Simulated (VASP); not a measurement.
NbAs:

```
Nb As
1.0
    -1.72585    1.72585    5.84000
     1.72585   -1.72585    5.84000
     1.72585    1.72585   -5.84000
Nb As
2 2
Direct
  0.00000 0.00000 0.00000
  0.75000 0.25000 0.50000
  0.41600 0.41600 0.00000
  0.16600 0.66600 0.50000
```

- Program: VASP 6.6.1
- Task: relaxation of cell and atoms
- Functional: LDA
- Potentials or basis: VASP PAW LDA potentials, release 64 (Nb_sv, As)
- Cutoff: 350 eV
- k mesh: 10 × 10 × 10
- Occupations: gaussian, width 0.1 eV
- Spin: no spin polarisation

At the start: pressure -5.5 GPa; volume 17.39 Å³/atom.

Problem. Where does the relaxation end?

Solution. Over 17 steps the energy falls by 11.5 meV/atom and the volume is 16.85 Å³/atom (-3.2 %); space group I4_1md (No. 109, to 0.05 Å).

Step by step:
```tsv
step	energy change (eV)	largest force (eV/Å)	pressure (GPa)	volume (Å³)
1	0.0000	0.2772	-5.48	69.58
2	0.0900	0.0415	12.09	63.75
3	-0.0424	0.1844	0.14	67.40
4	-0.0424	0.1822	0.27	67.35
5	-0.0454	0.0044	-0.01	67.43
6	-0.0454	0.0033	-0.01	67.43
7	-0.0460	0.0007	-0.10	67.43
8	-0.0461	0.0027	-0.14	67.43
9	-0.0461	0.0019	0.23	67.30
10	-0.0461	0.0025	0.00	67.38
11	-0.0461	0.0024	0.00	67.38
12	-0.0461	0.0024	0.00	67.38
13	-0.0461	0.0022	0.12	67.34
14	-0.0461	0.0025	0.01	67.38
15	-0.0461	0.0004	-0.01	67.39
16	-0.0461	0.0011	-0.02	67.39
17	-0.0461	0.0016	-0.01	67.38
```

Final structure:
```cif
data_structure
_symmetry_space_group_name_H-M 'P 1'
_symmetry_Int_Tables_number 1
_cell_length_a 6.2512
_cell_length_b 6.2512
_cell_length_c 6.2512
_cell_angle_alpha 148.259
_cell_angle_beta 148.259
_cell_angle_gamma 45.503
_cell_volume 67.38
loop_
_atom_site_label
_atom_site_type_symbol
_atom_site_fract_x
_atom_site_fract_y
_atom_site_fract_z
_atom_site_occupancy
Nb1 Nb 0.99875 0.99875 0.00000 1
Nb2 Nb 0.74875 0.24875 0.50000 1
As1 As 0.41725 0.41725 0.00000 1
As2 As 0.16725 0.66725 0.50000 1
```

Caveat: the cutoff is under 1.25 times the usual one of these potentials, so pressure, stress and relaxed cells hold a basis-set (Pulay) error.
